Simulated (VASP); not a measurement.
All values below come from TPSS meta-GGA, VASP's PBE PAW potentials (set 64) (plane waves; VASP 6.6.1).

VASP input:

File POSCAR:
```
Te
1
    2.2593172225    -3.9132519137     0.0000000000
    2.2593172225     3.9132519137     0.0000000000
    0.0000000000     0.0000000000     6.0872811455
Te
3
Direct
  0.0000000000   0.2645197304   0.6666670000
  0.7354802696   0.7354802696   0.0000000000
  0.2645197304   0.0000000000   0.3333330000
```

File KPOINTS:
```
Automatic mesh
0
Gamma
6 6 4
0 0 0
```

INCAR:
```
ALGO = Normal
EDIFF = 1E-7
EDIFFG = -0.01
ENCUT = 520
IBRION = 2
ISIF = 4
ISMEAR = 0
LASPH = T
LCHARG = F
LMAXMIX = 4
LMIXTAU = T
LREAL = F
LWAVE = F
METAGGA = TPSS
NELM = 100
NSW = 30
PREC = Accurate
SIGMA = 0.05
SYSTEM = Te
```

POTCAR, in this order: Te (PBE.64 set). Program: vasp_std.

Unless said otherwise, spin-orbit coupling is left out, though it shifts the bands of the heavy elements here.

Predict the energy per atom (σ→0), band gap (on the k-mesh).

```yaml
energy per atom (σ→0): -11.084 eV/atom
band gap (on the k-mesh): 0.29 eV
```

### OSZICAR
```
...
DAV:   4    -0.332534285454E+02    0.40456E-05   -0.33923E-05   654   0.411E-02    0.817E-03
DAV:   5    -0.332534323913E+02   -0.38459E-05   -0.87816E-06   629   0.243E-02    0.496E-03
DAV:   6    -0.332534336768E+02   -0.12854E-05   -0.10930E-06   629   0.111E-02    0.388E-03
DAV:   7    -0.332534335333E+02    0.14352E-06   -0.54399E-07   634   0.807E-03    0.126E-03
DAV:   8    -0.332534338995E+02   -0.36623E-06   -0.33241E-07   624   0.653E-03    0.280E-04
DAV:   9    -0.332534340680E+02   -0.16851E-06   -0.42557E-08   312   0.226E-03    0.124E-04
DAV:  10    -0.332534340739E+02   -0.59077E-08   -0.53444E-09   312   0.757E-04
   4 F= -.33253434E+02 E0= -.33253434E+02  d E =-.781543E-02
```

The compound is Te in the trig structure. This cell is one point of a volume scan, at 1.03 of the reference volume. Symmetry was kept, so distortions that lower it aren't found.
